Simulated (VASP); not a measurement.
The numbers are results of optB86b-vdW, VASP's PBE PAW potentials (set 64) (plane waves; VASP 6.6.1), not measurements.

VASP input:

File POSCAR:
```
Er
1
    1.7800000000    -3.0830500000     0.0000000000
    1.7800000000     3.0830500000     0.0000000000
    0.0000000000     0.0000000000     5.5900000000
Er
2
Direct
  0.3333330000   0.6666670000   0.2500000000
  0.6666670000   0.3333330000   0.7500000000
```

INCAR:
```
! general
SYSTEM    =  Er
PREC      =  Accurate
ENCUT     =  520
LREAL     =  .FALSE.
LASPH     =  .TRUE.

! electronic loop
EDIFF     =  1E-6
NELM      =  100
ALGO      =  Normal
LMAXMIX   =  6

! smearing
ISMEAR    =  1
SIGMA     =  0.1

! functional
GGA       =  MK
LUSE_VDW  =  .TRUE.
AGGAC     =  0.0
PARAM1    =  0.1234
PARAM2    =  1.0

! ions
IBRION    =  2
NSW       =  60
ISIF      =  3
EDIFFG    =  -0.01

! output
LWAVE     =  .FALSE.
LCHARG    =  .FALSE.
```

**KPOINTS**
```
Automatic mesh
0
Gamma
11 11 6
0 0 0
```

POTCAR, in this order: Er_3 (PBE.64 set). Program: vasp_std.

The run wrote:

**OSZICAR**
```
       N       E                     dE             d eps       ncg     rms          rms(c)
DAV:   1     0.507395323372E+02    0.50740E+02   -0.87826E+03  2862   0.137E+03
DAV:   2    -0.158007774760E+01   -0.52320E+02   -0.51177E+02  2799   0.532E+02
DAV:   3    -0.393783651083E+01   -0.23578E+01   -0.22617E+01  2990   0.558E+01
DAV:   4    -0.402956509089E+01   -0.91729E-01   -0.90482E-01  3014   0.958E+00
DAV:   5    -0.403379491081E+01   -0.42298E-02   -0.42541E-02  2862   0.168E+00    0.243E+01
DAV:   6    -0.403972297529E+01   -0.59281E-02   -0.28383E-02  2814   0.315E+00    0.145E+01
DAV:   7    -0.405356679161E+01   -0.13844E-01   -0.52470E-02  2701   0.439E+00    0.361E-01
DAV:   8    -0.405358770924E+01   -0.20918E-04   -0.34085E-03  2695   0.896E-01    0.679E-02
DAV:   9    -0.405361744689E+01   -0.29738E-04   -0.18783E-04  2832   0.175E-01    0.321E-02
DAV:  10    -0.405361559782E+01    0.18491E-05   -0.28129E-05  2796   0.669E-02    0.507E-02
DAV:  11    -0.405361642485E+01   -0.82703E-06   -0.28258E-06  2121   0.193E-02
   1 F= -.40536164E+01 E0= -.40545749E+01  d E =-.405362E+01
       N       E                     dE             d eps       ncg     rms          rms(c)
DAV:   1    -0.419263833311E+01   -0.13902E+00   -0.26310E+00  2477   0.259E+01    0.228E+00
DAV:   2    -0.410835127921E+01    0.84287E-01   -0.21490E-01  2298   0.754E+00    0.101E+00
DAV:   3    -0.406676500896E+01    0.41586E-01   -0.92018E-02  2516   0.519E+00    0.394E-01
DAV:   4    -0.406658791443E+01    0.17709E-03   -0.67056E-03  2668   0.133E+00    0.298E-01
DAV:   5    -0.406673960998E+01   -0.15170E-03   -0.80629E-04  2739   0.436E-01    0.281E-02
DAV:   6    -0.406671826264E+01    0.21347E-04   -0.65269E-05  2804   0.138E-01    0.175E-02
DAV:   7    -0.406671190098E+01    0.63617E-05   -0.94556E-06  2608   0.394E-02    0.256E-03
DAV:   8    -0.406671161461E+01    0.28636E-06   -0.47390E-07  1292   0.153E-02
   2 F= -.40667116E+01 E0= -.40679850E+01  d E =-.130952E-01
       N       E                     dE             d eps       ncg     rms          rms(c)
DAV:   1    -0.406933411753E+01   -0.26222E-02   -0.46566E-02  2477   0.325E+00    0.316E-01
DAV:   2    -0.406782281025E+01    0.15113E-02   -0.39383E-03  2328   0.102E+00    0.136E-01
DAV:   3    -0.406707611971E+01    0.74669E-03   -0.15870E-03  2531   0.697E-01    0.502E-02
DAV:   4    -0.406706718679E+01    0.89329E-05   -0.12978E-04  2650   0.185E-01    0.380E-02
DAV:   5    -0.406706786886E+01   -0.68208E-06   -0.14539E-05  2706   0.590E-02    0.382E-03
DAV:   6    -0.406706751109E+01    0.35777E-06   -0.56598E-07  1062   0.191E-02
   3 F= -.40670675E+01 E0= -.40682996E+01  d E =-.134511E-01
       N       E                     dE             d eps       ncg     rms          rms(c)
DAV:   1    -0.406710155043E+01   -0.33682E-04   -0.74133E-04  2502   0.423E-01    0.412E-02
DAV:   2    -0.406707703478E+01    0.24516E-04   -0.63991E-05  2335   0.131E-01    0.176E-02
DAV:   3    -0.406706493389E+01    0.12101E-04   -0.25283E-05  2546   0.867E-02    0.629E-03
DAV:   4    -0.406706455791E+01    0.37599E-06   -0.12981E-06  1034   0.246E-02
   4 F= -.40670646E+01 E0= -.40682909E+01  d E =-.134481E-01
       N       E                     dE             d eps       ncg     rms          rms(c)
DAV:   1    -0.406993210173E+01   -0.28672E-02   -0.10173E-01  2481   0.403E+00    0.234E-01
DAV:   2    -0.406864552013E+01    0.12866E-02   -0.26260E-03  2811   0.771E-01    0.131E-01
DAV:   3    -0.406798717609E+01    0.65834E-03   -0.74194E-04  3139   0.340E-01    0.593E-02
DAV:   4    -0.406798083446E+01    0.63416E-05   -0.12120E-04  2787   0.100E-01    0.309E-02
DAV:   5    -0.406798082902E+01    0.54390E-08   -0.50763E-06  2117   0.322E-02
   5 F= -.40679808E+01 E0= -.40693923E+01  d E =-.916271E-03
       N       E                     dE             d eps       ncg     rms          rms(c)
DAV:   1    -0.406904623555E+01   -0.10654E-02   -0.47914E-02  2486   0.276E+00    0.165E-01
DAV:   2    -0.406844241200E+01    0.60382E-03   -0.12268E-03  2814   0.528E-01    0.879E-02
DAV:   3    -0.406813181906E+01    0.31059E-03   -0.35563E-04  3147   0.234E-01    0.368E-02
DAV:   4    -0.406812918901E+01    0.26301E-05   -0.57070E-05  2779   0.674E-02    0.197E-02
DAV:   5    -0.406812902312E+01    0.16588E-06   -0.15377E-06  1461   0.216E-02
   6 F= -.40681290E+01 E0= -.40696291E+01  d E =-.106447E-02
```

File OUTCAR:
```
------------------------ aborting loop because EDIFF is reached ----------------------------------------
  FORCE on cell =-STRESS in cart. coord.  units (eV):
  Direction    XX          YY          ZZ          XY          YZ          ZX
  --------------------------------------------------------------------------------------
  Total       -0.0127897     -0.0127897      0.0039758     -0.0000000      0.0000000     -0.0000000
  in kB       -0.3463700     -0.3463699      0.1076723     -0.0000000      0.0000000     -0.0000000
  external PRESSURE =      -0.1950226 kB  Pullay stress =       0.0000000 kB
  volume of cell :       59.16
      direct lattice vectors                 reciprocal lattice vectors
     1.770482819 -3.066565766  0.000000000     0.282408841 -0.163048843 -0.000000000
     1.770482819  3.066565766 -0.000000000     0.282408841  0.163048843  0.000000000
    -0.000000000 -0.000000000  5.448264892     0.000000000  0.000000000  0.183544673
 POSITION                                       TOTAL-FORCE (eV/Angst)
 -----------------------------------------------------------------------------------
      1.77048      1.02219      1.36207        -0.000000     -0.000000      0.000000
      1.77048     -1.02219      4.08620         0.000000      0.000000      0.000000
 -----------------------------------------------------------------------------------
    total drift:                               -0.000002      0.000085     -0.000012
  FREE ENERGIE OF THE ION-ELECTRON SYSTEM (eV)
  ---------------------------------------------------
  free  energy   TOTEN  =        -4.0681290231 eV

  energy  without entropy=       -4.0726292145  energy(sigma->0) =       -4.06962909

 reached required accuracy - stopping structural energy minimisation
```
(Selected blocks of OUTCAR.)

File CONTCAR:
```
Er
   1.00000000000000
     1.7704828187638357   -3.0665657656943659    0.0000000000000000
     1.7704828187638357    3.0665657656943659   -0.0000000000000000
    -0.0000000000000000   -0.0000000000000000    5.4482648918989289
  Er
     2
Direct
     0.3333330000000032    0.6666669999999968    0.2500000000000000
     0.6666669999999968    0.3333330000000032    0.7500000000000000
```

The 4f electrons are frozen in the core of the lanthanide potential, so 4f levels, which can set the real gap, and their magnetism are missing. Energy and stress use the plane-wave basis of the starting cell.

The compound is Er in the hcp structure. This run relaxes it. Symmetry was kept, so distortions that lower it aren't found.
